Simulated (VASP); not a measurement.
Write the native input for VASP 6.6.1 that does the following.

```yaml
Task: single point
Functional: r2SCAN
Dispersion: D3(BJ)
Potentials_or_basis: VASP PAW PBE potentials, release 64 (O, H, S)
Cutoff: 520 eV
k_mesh: 1 × 1 × 1
Occupations: fermi-dirac, width 0.02 eV
Spin: no spin polarisation
Dipole_correction: no
Further_INCAR_settings: LREAL = Auto; ALGO = Normal; EDIFF = 1e-07; NBANDS = 66
```

H22SO10:

```
O H S
1.0
     7.11379    0.00000    0.00000
     0.00000    7.11379    0.00000
     0.00000    0.00000    7.11379
O H S
10 22 1
Direct
  0.99044 0.60151 0.77125
  0.36650 0.19067 0.36325
  0.26575 0.64329 0.03623
  0.04174 0.53140 0.35579
  0.59335 0.90922 0.82638
  0.33725 0.19555 0.81737
  0.63096 0.49788 0.28248
  0.91351 0.87429 0.14701
  0.44459 0.77960 0.50170
  0.61735 0.45964 0.88222
  0.01087 0.57512 0.63969
  0.86940 0.53384 0.78085
  0.48499 0.28729 0.33947
  0.32426 0.16354 0.24285
  0.15328 0.60426 0.95678
  0.22648 0.77850 0.07754
  0.06524 0.40499 0.38640
  0.13918 0.55335 0.25524
  0.53822 0.84331 0.70765
  0.70134 0.96705 0.77433
  0.29841 0.21772 0.69613
  0.39889 0.07940 0.80424
  0.76428 0.49202 0.30548
  0.60367 0.48257 0.14652
  0.84391 0.87010 0.03838
  0.94866 0.74783 0.18456
  0.49844 0.68428 0.41910
  0.46206 0.88818 0.42439
  0.55955 0.33723 0.87762
  0.53693 0.57744 0.88489
  0.95599 0.97977 0.53493
  0.95957 0.17698 0.71464
  0.87635 0.14206 0.54771
```

The cell was built by a generator and needn't be a form met in nature.

One way to write it, as run:

POSCAR

```
H22SO10
1.0
    7.1137870000      0.0000000000      0.0000000000
    0.0000000000      7.1137870000      0.0000000000
    0.0000000000      0.0000000000      7.1137870000
O H S
10 22 1
Direct
    0.9904429244      0.6015080294      0.7712488440
    0.3664995874      0.1906720007      0.3632523718
    0.2657515610      0.6432860585      1.0362272584
    0.0417358574      0.5314047216      0.3557879931
    0.5933548474      0.9092203632      0.8263812228
    0.3372465327      0.1955498527      0.8173705510
    0.6309578850      0.4978782750      0.2824796413
    0.9135078124      0.8742881956      0.1470103055
    0.4445873907      0.7795988269      0.5017018362
    0.6173505054      0.4596426629      0.8822164622
    1.0108680510      0.5751226456      0.6396874126
    0.8693962864      0.5338366189      0.7808499186
    0.4849878131      0.2872872072      0.3394675719
    0.3242576704      0.1635415848      0.2428523654
    0.1532798213      0.6042632426      0.9567759057
    0.2264757154      0.7785023645      1.0775413995
    0.0652395131      0.4049882292      0.3864045972
    0.1391804393      0.5533480269      0.2552367677
    0.5382224686      0.8433061040      0.7076540245
    0.7013423371      0.9670517265      0.7743273730
    0.2984064606      0.2177180734      0.6961271120
    0.3988873999      0.0793951239      0.8042411166
    0.7642764677      0.4920164183      0.3054772374
    0.6036728398      0.4825699729      0.1465183031
    0.8439105641      0.8700991469      0.0383761842
    0.9486648954      0.7478295316      0.1845571142
    0.4984405634      0.6842768837      0.4191016684
    0.4620605031      0.8881767194      0.4243871794
    0.5595472566      0.3372324755      0.8776197544
    0.5369292052      0.5774420853      0.8848873322
    0.9559887019     -0.0202283256      0.5349330814
    0.9595732906      0.1769802779      0.7146404580
    0.8763546055      0.1420621675      0.5477110855
```

INCAR.step1

```
SYSTEM = H22SO10
ALGO     = Normal         ! electronic algorithm
EDIFF    = 1E-4           ! SCF threshold, eV
ENCUT    = 520            ! plane-wave cutoff, eV
GGA      = PE             ! functional
ISMEAR   = -1             ! smearing method
LASPH    = .True.         ! aspherical terms in the spheres
LCHARG   = .False.        ! write CHGCAR
LREAL    = Auto         
LWAVE    = .True.         ! write WAVECAR
NBANDS   = 66             ! bands
NELM     = 60             ! most SCF steps
PREC     = Accurate       ! precision mode
SIGMA    = 0.02           ! smearing width, eV
```

INCAR.step2

```
SYSTEM = H22SO10
ALGO     = Normal         ! electronic algorithm
EDIFF    = 1E-7           ! SCF threshold, eV
ENCUT    = 520            ! plane-wave cutoff, eV
ISIF     = 2              ! what is computed and relaxed
ISMEAR   = -1             ! smearing method
ISTART   = 1            
IVDW     = 12             ! dispersion correction
LASPH    = .True.         ! aspherical terms in the spheres
LCHARG   = .True.         ! write CHGCAR
LELF     = .True.         ! ELF
LMIXTAU  = .True.       
LREAL    = Auto         
LVHAR    = .True.       
LWAVE    = .False.        ! write WAVECAR
METAGGA  = R2SCAN         ! meta-GGA
NBANDS   = 66             ! bands
NELM     = 60             ! most SCF steps
PREC     = Accurate       ! precision mode
SIGMA    = 0.02           ! smearing width, eV
VDW_A1   = 0.49484001   
VDW_A2   = 5.73083694   
VDW_S6   = 1.0          
VDW_S8   = 0.78981345
```

KPOINTS

```
k-points
0
Gamma
  1 1 1
  0 0 0
```

Potentials or basis: VASP PAW PBE potentials, release 64 (O, H, S).

Launch:

```sh
$ cat potpaw_PBE.64/O/POTCAR potpaw_PBE.64/H/POTCAR potpaw_PBE.64/S/POTCAR > POTCAR
$ cp INCAR.step1 INCAR
$ mpirun -np 1 vasp_gam > vasp.out
$ cp INCAR.step2 INCAR
$ mpirun -np 1 vasp_gam > vasp.out
```

It gave:

```yaml
Pressure: -0.8 GPa
Largest_force: 4.655 eV/Å
Band_gap_on_the_k_mesh: 4.95 eV, direct
Dispersion_energy_per_atom: -0.018 eV
```

Caveat: the PAW data sets were made with another functional, which shifts forces and pressure a little.

Wall time 110 s on 1 thread of Intel(R) Xeon(R) 6975P-C (Granite Rapids), with other jobs on the host, peak memory 0.44 GiB.
